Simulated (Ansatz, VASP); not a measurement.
**Al3VN4: VASP beside Ansatz**

INCAR

```
PREC     = Accurate       # precision mode
ENCUT    = 520            # plane-wave cutoff, eV
EDIFF    = 1E-7           # SCF threshold, eV
ISMEAR   = 0              # smearing method
SIGMA    = 0.1            # smearing width, eV
LREAL    = F              # projectors in reciprocal space
LASPH    = T              # aspherical terms in the spheres
NELM     = 150            # most SCF steps
ALGO     = Normal         # electronic algorithm
ISIF     = 2              # what is computed and relaxed
LWAVE    = F              # write WAVECAR
LCHARG   = F              # write CHGCAR
ISPIN    = 2              # spin polarisation
MAGMOM   = 0 0 0 2 0 0 0 0 # initial moments
LORBIT   = 11             # projections on sites
LMAXMIX  = 4              # l up to which the mixer works
GGA      = PE             # functional
NBANDS   = 35             # bands
```

KPOINTS

```
regular mesh
0
Gamma
  4 4 6
```

POSCAR

```
Al3VN4
1.0
    3.3023798200     -4.6702703300      0.0000000000
    3.3023798200      4.6702703300      0.0000000000
    0.0000000000      0.0000000000      3.3023798200
Al V N
3 1 4
Direct
    0.0000000000      0.5000000000      0.0000000000
    0.5000000000      0.5000000000      0.5000000000
    0.5000000000      0.0000000000      0.0000000000
    0.0000000000      0.0000000000      0.5000000000
    0.7500000000      0.7500000000      0.0000000000
    0.7500000000      0.2500000000      0.5000000000
    0.2500000000      0.7500000000      0.5000000000
    0.2500000000      0.2500000000      0.0000000000
```

Input for Ansatz:

```yaml
crystal:
  lattice:
    - [3.30237982, -4.67027033, 0.0]
    - [3.30237982, 4.67027033, 0.0]
    - [0.0, 0.0, 3.30237982]
  atoms:
    - { symbol: Al, position: [0.0, 0.5, 0.0] }
    - { symbol: Al, position: [0.5, 0.5, 0.5] }
    - { symbol: Al, position: [0.5, 0.0, 0.0] }
    - { symbol: V, position: [0.0, 0.0, 0.5], spin: 2.0 }
    - { symbol: "N", position: [0.75, 0.75, 0.0] }
    - { symbol: "N", position: [0.75, 0.25, 0.5] }
    - { symbol: "N", position: [0.25, 0.75, 0.5] }
    - { symbol: "N", position: [0.25, 0.25, 0.0] }
basis:
  ecutwfc: 420
kpoints:
  mp_grid: { grid: [4, 4, 6] }
hamiltonian:
  xc: pbe
scf:
  occupations: { method: gaussian, width: 0.1 }
  lower_state_search: "off"
output:
  forces: true
  stress: true
  eigenvalues: true
  populations: true
magnetization:
  spin_polarized: true
```

Alike in both runs: task single point; functional PBE; k mesh 4 × 4 × 6; occupations gaussian, width 0.1 eV; collinear spin.

|  | VASP | Ansatz |
| --- | --- | --- |
| version | VASP 6.6.1 | Ansatz 0.2.0 |
| potentials or method | VASP PAW PBE potentials, release 64 (Al, V_sv, N) | scalar-relativistic, plane waves, PAW |
| plane-wave cutoff (eV) | 520 | 420 |
| valence electrons in the cell | 42 | 42 |

```csv
,VASP,Ansatz,Ansatz less VASP
gap on the k mesh at the Fermi level (eV),none,none,-
rms of the force components (eV/Å),0.147,0.143,-0.0036
net moment per atom (μB),0.25,0.25,0.000
size of the moment on the site where the two differ most (μB),1.90,1.72,-0.177
```

Site moments also hang on the region over which each program counts them. Atom by atom the forces differ by 0.004 eV/Å (rms over components). A gap of «none» marks a metal or a gap that the smearing closes.
